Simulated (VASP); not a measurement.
VASP input:

**KPOINTS**
```
Automatic mesh
0
Gamma
8 8 4
0 0 0
```

File POSCAR:
```
BN
1
    1.2750000000     2.2083650000     0.0000000000
    1.2750000000    -2.2083650000     0.0000000000
    0.0000000000     0.0000000000     4.2200000000
B N
2 2
Direct
  0.3333330000   0.6666670000   0.5000000000
  0.6666670000   0.3333330000   0.0000000000
  0.3333330000   0.6666670000   0.8750000000
  0.6666670000   0.3333330000   0.3750000000
```

**INCAR**
```
SYSTEM = BN
PREC = Accurate
ENCUT = 520
EDIFF = 1E-6
NELM = 100
ALGO = Normal
LREAL = .FALSE.
LASPH = .TRUE.
ISMEAR = 0
SIGMA = 0.05
GGA = PE
LWAVE = .FALSE.
LCHARG = .FALSE.
ISIF = 2
```

POTCAR, in this order: B N (PBE.64 set). Program: vasp_std.

The resulting files:

File standard output:
```
 -----------------------------------------------------------------------------
|                                                                             |
|     EEEEEEE  RRRRRR   RRRRRR   OOOOOOO  RRRRRR      ###     ###     ###     |
|     E        R     R  R     R  O     O  R     R     ###     ###     ###     |
|     E        R     R  R     R  O     O  R     R     ###     ###     ###     |
|     EEEEE    RRRRRR   RRRRRR   O     O  RRRRRR       #       #       #      |
|     E        R   R    R   R    O     O  R   R                               |
|     E        R    R   R    R   O     O  R    R      ###     ###     ###     |
|     EEEEEEE  R     R  R     R  OOOOOOO  R     R     ###     ###     ###     |
|                                                                             |
|     ERROR: the triple product of the basis vectors is negative exchange     |
|     two basis vectors                                                       |
|                                                                             |
|       ---->  I REFUSE TO CONTINUE WITH THIS SICK JOB ... BYE!!! <----       |
|                                                                             |
 -----------------------------------------------------------------------------
```

Question: Read input and log: which fault does this run have?
(A) POTIM is too large for the ionic optimiser
(B) ISPIN is misspelt, so the run is not spin-polarised
(C) the lattice was typed in bohr, and VASP reads ångström
(D) the lattice vectors form a left-handed set

Answer: D, the lattice vectors form a left-handed set. VASP stops with an error: ERROR: the triple product of the basis vectors is negative exchange two basis vectors ----> I REFUSE TO CONTINUE WITH THIS SICK JOB ... BYE!!! <----

To mend it, correct POSCAR.
**POSCAR**
```
BN
1
    1.2750000000    -2.2083650000     0.0000000000
    1.2750000000     2.2083650000     0.0000000000
    0.0000000000     0.0000000000     4.2200000000
B N
2 2
Direct
  0.6666670000   0.3333330000   0.5000000000
  0.3333330000   0.6666670000   0.0000000000
  0.6666670000   0.3333330000   0.8750000000
  0.3333330000   0.6666670000   0.3750000000
```
The mended run (PBE GGA, plane waves, VASP's PBE PAW potentials (set 64)) converges, and its OSZICAR ends with
```
   1 F= -.34831482E+02 E0= -.34831482E+02  d E =-.120900E-12
```

The compound is BN in the wurtzite structure, a metastable high-pressure form. The cell was not relaxed at this level.
